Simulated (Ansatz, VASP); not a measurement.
Two plane-wave programs on SrMgB5

```
CELL_PARAMETERS angstrom
4.25233 0.00000 0.00000
0.00000 4.25233 0.00000
0.00000 0.00000 5.94933
ATOMIC_POSITIONS crystal
Sr 0.00000 0.00000 0.00000
Mg 0.00000 0.00000 0.50000
B 0.00000 0.50000 0.36199
B 0.50000 0.00000 0.36199
B 0.00000 0.50000 0.63801
B 0.50000 0.00000 0.63801
B 0.50000 0.50000 0.00000
```

Change from the starting cell: species swapped into the HoIn5Co type (P4/mmm, No. 123).

Alike in both runs: functional PBE; k mesh 10 × 10 × 6; occupations gaussian, width 0.1 eV; no spin polarisation.

Ansatz relaxed the structure, and its values are those at the end. VASP's run is a single point on that final structure, the one shown.

|  | VASP | Ansatz |
| --- | --- | --- |
| version | VASP 6.6.1 | Ansatz 0.2.0 |
| potentials or method | VASP PAW PBE potentials, release 64 (Sr_sv, Mg, B) | scalar-relativistic, plane waves, PAW |
| plane-wave cutoff (eV) | 520 | 420 |
| valence electrons in the cell | 27 | 35 |

|  | VASP | Ansatz | Ansatz less VASP |
| --- | --- | --- | --- |
| gap on the k mesh at the Fermi level (eV) | none | none | - |
| pressure (GPa) | 0.1 | 0.0 | -0.10 |

A gap of «none» marks a metal or a gap that the smearing closes. The functional is the same, so the differences come from potentials, cutoffs and numerics. The two sets of potentials don't hold the same shells in valence.
